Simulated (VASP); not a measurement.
# A VASP study of Bi2Pd3Se2 (optB86b-vdW): structure first, properties next

Aim: relax Bi2Pd3Se2 with optB86b-vdW, compute its properties on that cell and hold them against experiment. The steps: full relaxation (optB86b-vdW), second relaxation, single point with fields (optB86b-vdW), bands along the symmetry lines (optB86b-vdW), density of states (optB86b-vdW) and electric field gradients (optB86b-vdW). The start is a computed cell from the Materials Project.

Main program and level: VASP 6.6.1; optB86b-vdW; plane waves and PAW (Bi_d, Pd, Se).

The experiments to compare with:

“Fermi Surface Topology and Magneto-transport Properties of Superconducting Pd3Bi2Se2” (2024, arxiv:2408.06298) reports for Pd3Bi2Se2, monoclinic parkerite-type, by single-crystal XRD (self-flux grown single crystal, 296 K): lattice constant a (a, conventional C-centred cell) 11.7403 ± 0.0008 Å; lattice constant b (b, conventional C-centred cell) 8.4339 ± 0.0006 Å; lattice constant c (c, conventional C-centred cell) 8.4163 ± 0.0006 Å.

## Step 1: Starting point

Before any relaxation, the start is as follows. Symmetry: C2/m, No. 12, monoclinic system. Conventional cell: a = 11.885 Å, b = 8.534 Å, c = 8.496 Å, α = 90.00°, β = 133.55°, γ = 90.00°. Nearest to Bi lie 3 Pd at 2.78 to 2.83 Å. Bi has 3 Pd at 2.90 to 2.93 Å nearest. Nearest to Pd lie 2 Se at 2.47 Å. Nearest to Pd lie 2 Se at 2.46 Å. Pd has 2 Se at 2.46 Å nearest. Nearest to Se lie 3 Pd at 2.46 to 2.47 Å. Farther neighbours and most contacts between anions are not listed.

## Step 2: Full relaxation (optB86b-vdW)

The start need not lie at this functional's minimum. ISIF = 3 frees volume, shape and positions, and EDIFFG sets the threshold on forces and stress at which the search stops. optB86b-vdW pairs nonlocal correlation with a less repulsive exchange of B86b form. LUSE_VDW switches on a nonlocal correlation term for dispersion.

Contents of INCAR:

```
SYSTEM = Bi2Pd3Se2
PREC = Accurate
ENCUT = 400
EDIFF = 1E-06
NELM = 100
ISMEAR = 0
SIGMA = 0.05
LREAL = .FALSE.
ALGO = Normal
GGA = MK
AGGAC = 0
LUSE_VDW = .TRUE.
PARAM1 = 0.1234
PARAM2 = 1
LASPH = .TRUE.
NBANDS = 89
LORBIT = 11
LWAVE = .FALSE.
LCHARG = .FALSE.
KPAR = 2
NCORE = 4
IBRION = 2
NSW = 60
ISIF = 3
EDIFFG = -0.01
```

Contents of POSCAR:

```
Bi2Pd3Se2
1.0
    5.9424086134     -4.2670270400      0.0000000000
    5.9424086134      4.2670270400      0.0000000000
   -5.8540119792      0.0000000000      6.1579774835
Bi Pd Se
4 6 4
Direct
    0.2494647500      0.2494647500      0.2638798200
    0.7505352500      0.7505352500      0.7361201800
    0.2033231400      0.2033231400      0.6857790600
    0.7966768600      0.7966768600      0.3142209400
    0.5000000000      0.0000000000      0.5000000000
    0.0000000000      0.5000000000      0.5000000000
    0.0311779900      0.0311779900      0.8126035800
    0.9688220100      0.9688220100      0.1873964200
    0.2851847000      0.7148153000      0.5000000000
    0.7148153000      0.2851847000      0.5000000000
    0.3193462300      0.7418387900      0.8178831500
    0.7418387900      0.3193462300      0.8178831500
    0.6806537700      0.2581612100      0.1821168500
    0.2581612100      0.6806537700      0.1821168500
```

Contents of KPOINTS:

```
Automatic mesh
0
Gamma
3 3 3
0 0 0
```

Potentials, in the order of the species: Bi_d, Pd and Se (PBE family, release 64).

Launch:

```console
$ mpirun -np 8 vasp_std
```

The log of the run:

```text
[banner, memory and clock lines left out]
running    8 mpi-ranks, on    1 nodes
 distrk:  each k-point on    4 cores,    2 groups
 distr:  one band on    4 cores,    1 groups

 POSCAR found type information on POSCAR BiPdSe
 POSCAR found :  3 types and      14 ions
|                                                                             |
|               ----> ADVICE to this user running VASP <----                  |
|                                                                             |
|     You have switched on vdW-DFT.                                           |
|     This routine was written and supplied by Jiri Klimes. We recommend      |
|     that you carefully read and cite the following publications:            |
|       J. Klimes, D.R. Bowler, A. Michelides                                 |
|          J. Phys.: Cond Matt. 22 022201 (2010)                              |
|       J. Klimes, D.R. Bowler, A. Michelides                                 |
|          Phys. Rev. B. 83, 195131 (2011)                                    |
|     and references therein.                                                 |
|                                                                             |

|                                                                             |
|               ----> ADVICE to this user running VASP <----                  |
|                                                                             |
|     You enforced a specific xc type in the INCAR file but a different       |
|     [... a line on the potential file left out ...]
|     I HOPE YOU KNOW WHAT YOU ARE DOING!                                     |
|                                                                             |

 LDA part: xc-table for (Slater+PW92), standard interpolation
 POSCAR, INCAR and KPOINTS ok, starting setup
 FFT: planning ... GRIDC
 FFT: planning ... GRID_SOFT
 FFT: planning ... GRID
 WAVECAR not read
 entering main loop
       N       E                     dE             d eps       ncg     rms          rms(c)
DAV:   1     0.141128504765E+04    0.14113E+04   -0.58396E+04  1780   0.147E+03
DAV:   2     0.146059979103E+03   -0.12652E+04   -0.12126E+04  1844   0.412E+02
DAV:   3    -0.205394010983E+02   -0.16660E+03   -0.15561E+03  1980   0.162E+02
DAV:   4    -0.308677082959E+02   -0.10328E+02   -0.10055E+02  2048   0.410E+01
DAV:   5    -0.313151205955E+02   -0.44741E+00   -0.44628E+00  2135   0.876E+00    0.168E+01
DAV:   6    -0.301966961349E+02    0.11184E+01   -0.31822E+00  1974   0.927E+00    0.904E+00
DAV:   7    -0.300203866081E+02    0.17631E+00   -0.14157E+00  1960   0.593E+00    0.465E+00
DAV:   8    -0.299318689750E+02    0.88518E-01   -0.41214E-01  2048   0.300E+00    0.107E+00
DAV:   9    -0.299296315224E+02    0.22375E-02   -0.31325E-02  2016   0.109E+00    0.425E-01
DAV:  10    -0.299288643307E+02    0.76719E-03   -0.85881E-03  1936   0.703E-01    0.243E-01
DAV:  11    -0.299287170550E+02    0.14728E-03   -0.22404E-03  2070   0.285E-01    0.845E-02
DAV:  12    -0.299287428277E+02   -0.25773E-04   -0.30316E-04  2136   0.840E-02    0.367E-02
DAV:  13    -0.299287541521E+02   -0.11324E-04   -0.61330E-05  1959   0.369E-02    0.158E-02
DAV:  14    -0.299287539068E+02    0.24525E-06   -0.11323E-05  1896   0.216E-02    0.717E-03
DAV:  15    -0.299287534933E+02    0.41353E-06   -0.23681E-06  1431   0.105E-02
   1 F= -.29928753E+02 E0= -.29925118E+02  d E =-.299288E+02
 curvature:   0.00 expect dE= 0.000E+00 dE for cont linesearch  0.000E+00
 trial: gam= 0.00000 g(F)=  0.420E-01 g(S)=  0.437E-02 ort = 0.000E+00 (trialstep = 0.100E+01)
 search vector abs. value=  0.464E-01
 bond charge predicted
       N       E                     dE             d eps       ncg     rms          rms(c)
DAV:   1    -0.300068376313E+02   -0.78084E-01   -0.41477E+00  1986   0.816E+00    0.150E+00
DAV:   2    -0.299776621978E+02    0.29175E-01   -0.30988E-01  1932   0.299E+00    0.661E-01
DAV:   3    -0.299692661316E+02    0.83961E-02   -0.28654E-02  1912   0.113E+00    0.280E-01
DAV:   4    -0.299675415020E+02    0.17246E-02   -0.97004E-03  2135   0.553E-01    0.129E-01
DAV:   5    -0.299674903698E+02    0.51132E-04   -0.12501E-03  1952   0.270E-01    0.822E-02
DAV:   6    -0.299674772831E+02    0.13087E-04   -0.22076E-04  2151   0.103E-01    0.361E-02
DAV:   7    -0.299674838189E+02   -0.65358E-05   -0.71195E-05  2110   0.394E-02    0.124E-02
DAV:   8    -0.299674857205E+02   -0.19016E-05   -0.11761E-05  2039   0.212E-02    0.771E-03
DAV:   9    -0.299674857090E+02    0.11540E-07   -0.19345E-06  1213   0.103E-02
   2 F= -.29967486E+02 E0= -.29963922E+02  d E =-.387322E-01
[... from here on, the cycles between the ionic steps are left out ...]
   3 F= -.29999344E+02 E0= -.29995800E+02  d E =-.705908E-01
   4 F= -.29998752E+02 E0= -.29994932E+02  d E =0.592112E-03
   5 F= -.30006970E+02 E0= -.30003299E+02  d E =-.762611E-02
   6 F= -.30011226E+02 E0= -.30007183E+02  d E =-.425511E-02
   7 F= -.30011313E+02 E0= -.30007314E+02  d E =-.434239E-02
   8 F= -.30014888E+02 E0= -.30010798E+02  d E =-.357485E-02
   9 F= -.30015692E+02 E0= -.30011527E+02  d E =-.437933E-02
  10 F= -.30017846E+02 E0= -.30013606E+02  d E =-.215376E-02
  11 F= -.30018650E+02 E0= -.30014334E+02  d E =-.295747E-02
  12 F= -.30018748E+02 E0= -.30014444E+02  d E =-.305538E-02
  13 F= -.30019524E+02 E0= -.30015203E+02  d E =-.776686E-03
  14 F= -.30020256E+02 E0= -.30015931E+02  d E =-.150829E-02
  15 F= -.30020853E+02 E0= -.30016544E+02  d E =-.597180E-03
  16 F= -.30021900E+02 E0= -.30017744E+02  d E =-.164393E-02
  17 F= -.30022021E+02 E0= -.30017990E+02  d E =-.176541E-02
  18 F= -.30022514E+02 E0= -.30018567E+02  d E =-.492660E-03
  19 F= -.30022728E+02 E0= -.30018926E+02  d E =-.706938E-03
  20 F= -.30023026E+02 E0= -.30019376E+02  d E =-.297519E-03
  21 F= -.30023355E+02 E0= -.30020172E+02  d E =-.626813E-03
  22 F= -.30023582E+02 E0= -.30020500E+02  d E =-.226820E-03
  23 F= -.30024058E+02 E0= -.30021281E+02  d E =-.702518E-03
  24 F= -.30024100E+02 E0= -.30021901E+02  d E =-.745325E-03
  25 F= -.30024235E+02 E0= -.30021781E+02  d E =-.879845E-03
  26 F= -.30024417E+02 E0= -.30022024E+02  d E =-.182553E-03
  27 F= -.30024640E+02 E0= -.30022425E+02  d E =-.405230E-03
  28 F= -.30024798E+02 E0= -.30022613E+02  d E =-.157665E-03
  29 F= -.30025039E+02 E0= -.30022932E+02  d E =-.399244E-03
  30 F= -.30025045E+02 E0= -.30022956E+02  d E =-.405054E-03
  31 F= -.30025183E+02 E0= -.30023121E+02  d E =-.137484E-03
  32 F= -.30025239E+02 E0= -.30023212E+02  d E =-.194026E-03
  33 F= -.30025284E+02 E0= -.30023266E+02  d E =-.446831E-04
  34 F= -.30025339E+02 E0= -.30023352E+02  d E =-.100146E-03
 curvature:  -2.23 expect dE=-0.275E-03 dE for cont linesearch -0.322E-06
 trial: gam= 1.54991 g(F)=  0.448E-04 g(S)=  0.787E-04 ort = 0.404E-05 (trialstep = 0.292E+00)
 search vector abs. value=  0.408E-03
 bond charge predicted
       N       E                     dE             d eps       ncg     rms          rms(c)
DAV:   1    -0.300253947655E+02   -0.55852E-04   -0.57058E-03  1972   0.256E-01    0.372E-02
DAV:   2    -0.300253819754E+02    0.12790E-04   -0.22340E-04  2127   0.814E-02    0.201E-02
DAV:   3    -0.300253747038E+02    0.72716E-05   -0.29251E-05  2038   0.329E-02    0.103E-02
DAV:   4    -0.300253712626E+02    0.34412E-05   -0.75841E-06  1965   0.154E-02    0.369E-03
DAV:   5    -0.300253708961E+02    0.36652E-06   -0.14770E-06  1082   0.837E-03
  35 F= -.30025371E+02 E0= -.30023395E+02  d E =-.315907E-04
 trial-energy change:   -0.000032  1 .order   -0.000033   -0.000038   -0.000027
 step:   1.0577(harm=  1.0577)  dis= 0.00131  next Energy=   -30.025408 (dE=-0.687E-04)
 reached required accuracy - stopping structural energy minimisation
```

The job ended after 26 min (8 MPI ranks of Intel Xeon 6975P-C (Granite Rapids), shared host; peak memory 3.4 GiB; 3.5 h of CPU time).

Lines that name or quote the potential files are left out of all logs, and their timing lines are given in words.

From OUTCAR (step 2):

```text
ion  position               nearest neighbor table
   1  0.249  0.249  0.264-   7 2.78   9 2.83  10 2.83   6 2.93   5 2.93   8 2.93
   2  0.751  0.751  0.736-   8 2.78   9 2.83  10 2.83   6 2.93   5 2.93   7 2.93
   3  0.203  0.203  0.686-   7 2.90   6 2.93   5 2.93   9 3.00  10 3.00   8 3.07   4 3.51
   4  0.797  0.797  0.314-   8 2.90   6 2.93   5 2.93   9 3.00  10 3.00   7 3.07   3 3.51
   5  0.500  0.000  0.500-  12 2.47  14 2.47   3 2.93   4 2.93   1 2.93   2 2.93   9 2.99  10 2.99
                             7 3.25   8 3.25
   6  0.000  0.500  0.500-  11 2.47  13 2.47   3 2.93   4 2.93   1 2.93   2 2.93   9 2.99  10 2.99
                             7 3.25   8 3.25
   7  0.031  0.031  0.813-  11 2.46  12 2.46   1 2.78   3 2.90   2 2.93   4 3.07   6 3.25   5 3.25
                             9 3.43  10 3.43
   8  0.969  0.969  0.187-  13 2.46  14 2.46   2 2.78   4 2.90   1 2.93   3 3.07   5 3.25   6 3.25
                             9 3.43  10 3.43
   9  0.285  0.715  0.500-  11 2.46  14 2.46   1 2.83   2 2.83   5 2.99   6 2.99   3 3.00   4 3.00
                             7 3.43   8 3.43
  10  0.715  0.285  0.500-  12 2.46  13 2.46   1 2.83   2 2.83   5 2.99   6 2.99   3 3.00   4 3.00
                             7 3.43   8 3.43
  11  0.319  0.742  0.818-   9 2.46   7 2.46   6 2.47
  12  0.742  0.319  0.818-  10 2.46   7 2.46   5 2.47
  13  0.681  0.258  0.182-  10 2.46   8 2.46   6 2.47
  14  0.258  0.681  0.182-   9 2.46   8 2.46   5 2.47

  LATTYP: Found a base centered monoclinic cell.
 ALAT       =    11.8848172268
 B/A-ratio  =     0.7180635526
 C/A-ratio  =     0.7149018874
 COS(beta)  =    -0.6889927562

 Subroutine GETGRP returns: Found  4 space group operations
 (whereof  4 operations were pure point group operations)

The static configuration has the point symmetry C_2h.

 Found     10 irreducible k-points:

   k-points           NKPTS =     10   k-points in BZ     NKDIM =     10   number of bands    NBANDS=     89

   dimension x,y,z NGX =    48 NGY =   48 NGZ =   56
   dimension x,y,z NGXF=    96 NGYF=   96 NGZF=  112

   ENCUT  =  400.0 eV  29.40 Ry    5.42 a.u.  11.93 11.93 13.86*2*pi/ulx,y,z

   NELECT =     144.0000    total number of electrons

 k-points in reciprocal lattice and weights: Automatic mesh
   0.00000000  0.00000000  0.00000000       0.037
   0.33333333  0.00000000  0.00000000       0.148
   0.33333333  0.33333333  0.00000000       0.074
  -0.33333333  0.33333333  0.00000000       0.074
   0.00000000  0.00000000  0.33333333       0.074
   0.33333333  0.00000000  0.33333333       0.148
  -0.33333333 -0.00000000  0.33333333       0.148
   0.33333333  0.33333333  0.33333333       0.074
  -0.33333333  0.33333333  0.33333333       0.148
  -0.33333333 -0.33333333  0.33333333       0.074

 average (electrostatic) potential at core
       1-103.6732       2-103.6732       3-103.7084       4-103.7084       5 -73.3724
       6 -73.3724       7 -73.2954       8 -73.2954       9 -73.3453      10 -73.3453
      11 -51.3033      12 -51.3033      13 -51.3033      14 -51.3033

 E-fermi :   7.5558

 k-point     1 :       0.0000    0.0000    0.0000
  band No.  band energies     occupation
    ...
     66       5.5998      2.00000
     67       6.4030      2.00000
     68       6.5547      2.00000
     69       6.5962      2.00000
     70       7.2218      2.00000
     71       8.3048      0.00000
     72       8.5008      0.00000
     73       8.5654      0.00000
     74       8.6909      0.00000
     75       8.7737      0.00000
    ...

 k-point     2 :       0.3333    0.0000    0.0000
  band No.  band energies     occupation
    ...
     68       6.3856      2.00000
     69       6.4944      2.00000
     70       6.8340      2.00000
     71       6.9688      2.00000
     72       7.3768      2.00000
     73       7.7065      0.00002
     74       8.0706      0.00000
     75       8.5325      0.00000
     76       8.7169      0.00000
     77       8.8454      0.00000
    ...

 k-point     3 :       0.3333    0.3333    0.0000
  band No.  band energies     occupation
    ...
     70       6.4660      2.00000
     71       6.8695      2.00000
     72       6.9522      2.00000
     73       7.3838      2.00000
     74       7.5127      1.77647
     75       8.5161      0.00000
     76       8.5505      0.00000
     77       8.6131      0.00000
     78       8.6493      0.00000
     79       8.6710      0.00000
    ...

Total vdW correction in eV:     25.6584815

  Total        0.0789685      0.0061530      0.0428566      0.0000000      0.0000000      0.0426400
  in kB        0.4160835      0.0324198      0.2258109      0.0000000      0.0000000      0.2246691
  external PRESSURE =       0.2247714 kB  Pullay stress =       0.0000000 kB

  energy-cutoff  :      400.00
  volume of cell :      304.08
      direct lattice vectors                 reciprocal lattice vectors
     5.921878506 -4.236836874 -0.024350583     0.084768330 -0.118012568  0.081630585
     5.921878506  4.236836874 -0.024350583     0.084768330  0.118012568  0.081630585
    -5.858616948  0.000000000  6.083812521     0.000678574  0.000000000  0.165024070

 POSITION                                       TOTAL-FORCE (eV/Angst)
 -----------------------------------------------------------------------------------
      1.45401      0.00000      1.59132        -0.007474      0.000000     -0.002465
      4.53113      0.00000      4.44379         0.007474      0.000000      0.002465
     -1.52388      0.00000      4.25117         0.002463      0.000000      0.003600
      7.50902      0.00000      1.78395        -0.002463      0.000000     -0.003600
      0.03163     -2.11842      3.02973        -0.000000      0.000000     -0.000000
      0.03163      2.11842      3.02973        -0.000000     -0.000000     -0.000000
     -4.40164      0.00000      4.89227         0.002834      0.000000     -0.001514
     10.38678      0.00000      1.14284        -0.002834      0.000000      0.001514
      2.99257      1.91823      3.01756        -0.000000     -0.006464     -0.000000
      2.99257     -1.91823      3.01756        -0.000000      0.006464     -0.000000
      1.50379      1.76351      5.00948         0.008019     -0.002330      0.005063
      1.50379     -1.76351      5.00948         0.008019      0.002330      0.005063
      4.48135     -1.76351      1.02563        -0.008019      0.002330     -0.005063
      4.48135      1.76351      1.02563        -0.008019     -0.002330     -0.005063
 -----------------------------------------------------------------------------------
    total drift:                               -0.000000     -0.000000      0.000000

  FREE ENERGIE OF THE ION-ELECTRON SYSTEM (eV)
  ---------------------------------------------------
  free  energy   TOTEN  =       -30.0253708961 eV

  energy  without entropy=      -30.0214182789  energy(sigma->0) =      -30.02339459

Total vdW correction in eV:     25.6585333

 reached required accuracy - stopping structural energy minimisation

 total charge
# of ion       s       p       d       tot
------------------------------------------
    1        1.534   1.253   9.947  12.734
    2        1.534   1.253   9.947  12.734
    3        1.553   1.208   9.940  12.701
    4        1.553   1.208   9.940  12.701
    5        0.443   0.470   8.599   9.513
    6        0.443   0.470   8.599   9.513
    7        0.452   0.443   8.599   9.494
    8        0.452   0.443   8.599   9.494
    9        0.448   0.466   8.605   9.519
   10        0.448   0.466   8.605   9.519
   11        1.480   2.251   0.057   3.789
   12        1.480   2.251   0.057   3.789
   13        1.480   2.251   0.057   3.789
   14        1.480   2.251   0.057   3.789
--------------------------------------------------
tot         14.778  16.688  91.611 123.076

[... 3 further parts left out ...]
```

CONTCAR:

```
Bi2Pd3Se2
   1.00000000000000
     5.9218785064520310   -4.2368368742516846   -0.0243505829207620
     5.9218785064520310    4.2368368742516846   -0.0243505829207620
    -5.8586169480422887    0.0000000000000000    6.0838125213141119
  Bi              Pd              Se
     4     6     4
Direct
     0.2531546568078486    0.2531546568078486    0.2635928894542912
     0.7468453431921511    0.7468453431921511    0.7364071105457084
     0.2178481478945383    0.2178481478945383    0.7005106131281746
     0.7821518521054618    0.7821518521054618    0.2994893868718256
     0.5000000000000000    0.0000000000000000    0.5000000000000000
     0.0000000000000000    0.5000000000000000    0.5000000000000000
     0.0262395868798373    0.0262395868798373    0.8043555068545152
     0.9737604131201630    0.9737604131201630    0.1956444931454850
     0.2736250489929389    0.7263749510070611    0.5000000000000000
     0.7263749510070611    0.2736250489929389    0.5000000000000000
     0.3282845006311554    0.7445173502316219    0.8277055258210823
     0.7445173502316219    0.3282845006311554    0.8277055258210823
     0.6717154993688448    0.2554826497683780    0.1722944741789178
     0.2554826497683780    0.6717154993688448    0.1722944741789178
```

The k-mesh is coarse for a metal. The PAW data sets were made with PBE, which is usual practice but a small mismatch for other functionals. The run keeps the 4 symmetry operations of its start, so it cannot find a distortion of lower symmetry.

(Part 1 of 5 ends here.)

[Lines on the potential files, build, host, timing and source positions are cut from VASP's logs without a mark.]

[Logs are printed without paths, hosts, clocks, repeated set-up lines and the standing remarks that a program may print on its own settings, such as how far it seeks lower states.]

[Hosts, paths, dates, database ids (printed as entryN), source tags and the programs' standing remarks are cut or masked in the printed files.]

[Measured values are set beside computed ones only where the two were judged alike; some that the calculation misses by far are left out.]

[In band tables of VASP the shares of atoms and orbitals are scaled to a sum of 1 inside the atoms' spheres.]
